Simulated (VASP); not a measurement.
Computed with PBE GGA with D4 dispersion, VASP's PBE PAW potentials (set 64) (plane waves; VASP).

The input files of a VASP run:

### INCAR
```
! general
SYSTEM   =  Ag
PREC     =  Accurate
ENCUT    =  520
LREAL    =  .FALSE.   ! projection in real space or not
LASPH    =  .TRUE.

! electronic loop
EDIFF    =  1E-6
NELM     =  100   ! most electronic steps
ALGO     =  Normal   ! blocked Davidson
LMAXMIX  =  4   ! l cut-off of mixed one-centre charges

! smearing
ISMEAR   =  1   ! Methfessel-Paxton
SIGMA    =  0.1   ! width (eV)

! functional
GGA      =  PE   ! PBE
IVDW     =  13   ! D4

! ions
IBRION   =  2
NSW      =  60   ! most ionic steps
ISIF     =  3   ! ions, shape and volume
EDIFFG   =  -0.01   ! ionic stop

! output
LWAVE    =  .FALSE.
LCHARG   =  .FALSE.
```

KPOINTS:
```
Automatic mesh
0
G
14 14 14
0 0 0
```

### POSCAR
```
Ag
1
    0.0000000000     2.0450000000     2.0450000000
    2.0450000000     0.0000000000     2.0450000000
    2.0450000000     2.0450000000     0.0000000000
Ag
1
Direct
  0.0000000000   0.0000000000   0.0000000000
```

POTCAR, in this order: Ag (PBE.64 set). Program: vasp_std.

Output

**OSZICAR**
```
       N       E                     dE             d eps       ncg     rms          rms(c)
DAV:   1     0.441067563890E+02    0.44107E+02   -0.57264E+03  1928   0.110E+03
DAV:   2    -0.258326171051E+01   -0.46690E+02   -0.44599E+02  1900   0.207E+02
DAV:   3    -0.296281493054E+01   -0.37955E+00   -0.37946E+00  2188   0.230E+01
DAV:   4    -0.296356545936E+01   -0.75053E-03   -0.75052E-03  2141   0.984E-01
DAV:   5    -0.296357022672E+01   -0.47674E-05   -0.47683E-05  2084   0.720E-02    0.520E+00
DAV:   6    -0.271935167928E+01    0.24422E+00   -0.11421E+00  1901   0.116E+01    0.336E+00
DAV:   7    -0.271086389610E+01    0.84878E-02   -0.12262E-02  2021   0.122E+00    0.188E+00
DAV:   8    -0.270795669239E+01    0.29072E-02   -0.67895E-04  1939   0.258E-01    0.819E-02
DAV:   9    -0.270796260980E+01   -0.59174E-05   -0.61596E-06  2171   0.244E-02    0.145E-02
DAV:  10    -0.270796963314E+01   -0.70233E-05   -0.38265E-06  2027   0.246E-02    0.695E-03
DAV:  11    -0.270796914455E+01    0.48860E-06   -0.58663E-08   984   0.264E-03
   1 F= -.32741602E+01 E0= -.32740630E+01  d E =-.327416E+01
       N       E                     dE             d eps       ncg     rms          rms(c)
DAV:   1    -0.272872862352E+01   -0.20759E-01   -0.51384E-01  1898   0.883E+00    0.107E+00
DAV:   2    -0.270179762273E+01    0.26931E-01   -0.12259E-01  1893   0.381E+00    0.315E-01
DAV:   3    -0.270121862465E+01    0.57900E-03   -0.13850E-03  1935   0.371E-01    0.210E-01
DAV:   4    -0.270108548722E+01    0.13314E-03   -0.24494E-04  1977   0.147E-01    0.166E-02
DAV:   5    -0.270108474534E+01    0.74188E-06   -0.17368E-06  1986   0.147E-02
   2 F= -.32744055E+01 E0= -.32743834E+01  d E =-.245331E-03
       N       E                     dE             d eps       ncg     rms          rms(c)
DAV:   1    -0.270798377456E+01   -0.68983E-02   -0.75102E-02  1897   0.339E+00    0.413E-01
DAV:   2    -0.270408925892E+01    0.38945E-02   -0.17271E-02  1894   0.144E+00    0.131E-01
DAV:   3    -0.270399641940E+01    0.92840E-04   -0.20916E-04  1936   0.145E-01    0.875E-02
DAV:   4    -0.270396610438E+01    0.30315E-04   -0.34004E-05  1977   0.554E-02    0.411E-03
DAV:   5    -0.270396625965E+01   -0.15527E-06   -0.48026E-07  1236   0.724E-03
   3 F= -.32745586E+01 E0= -.32745082E+01  d E =-.398424E-03
```

File OUTCAR:
```
------------------------ aborting loop because EDIFF is reached ----------------------------------------
  Edisp (eV):   -0.57059
  FORCE on cell =-STRESS in cart. coord.  units (eV):
  Direction    XX          YY          ZZ          XY          YZ          ZX
  --------------------------------------------------------------------------------------
  Total       0.00231     0.00231     0.00231     0.00000     0.00000    -0.00000
  in kB       0.21848     0.21848     0.21848     0.00000     0.00000    -0.00000
  external pressure =        0.22 kB  Pullay stress =        0.00 kB
  volume of cell :       16.96
      direct lattice vectors                 reciprocal lattice vectors
     0.000000000  2.039354915  2.039354915    -0.245175568  0.245175568  0.245175568
     2.039354915  0.000000000  2.039354915     0.245175568 -0.245175568  0.245175568
     2.039354915  2.039354915 -0.000000000     0.245175568  0.245175568 -0.245175568
 POSITION                                       TOTAL-FORCE (eV/Angst)
 -----------------------------------------------------------------------------------
      0.00000      0.00000     -0.00000        -0.000000      0.000000     -0.000000
 -----------------------------------------------------------------------------------
    total drift:                               -0.000000     -0.000000     -0.000000
  FREE ENERGIE OF THE ION-ELECTRON SYSTEM (eV)
  ---------------------------------------------------
  free  energy   TOTEN  =        -3.2745585792 eV

  energy  without entropy=       -3.2744073255  energy(sigma->0) =       -3.27450816

 reached required accuracy - stopping structural energy minimisation
```
(Selected blocks of OUTCAR.)

**CONTCAR**
```
Ag
   1.00000000000000
     0.0000000000000000    2.0393549145417196    2.0393549145417196
     2.0393549145417196    0.0000000000000000    2.0393549145417196
     2.0393549145417196    2.0393549145417196   -0.0000000000000000
  Ag
     1
Direct
     0.0000000000000000    0.0000000000000000    0.0000000000000000
```

The compound is Ag in the fcc structure. This run relaxes it. Symmetry was kept, so distortions that lower it aren't found.
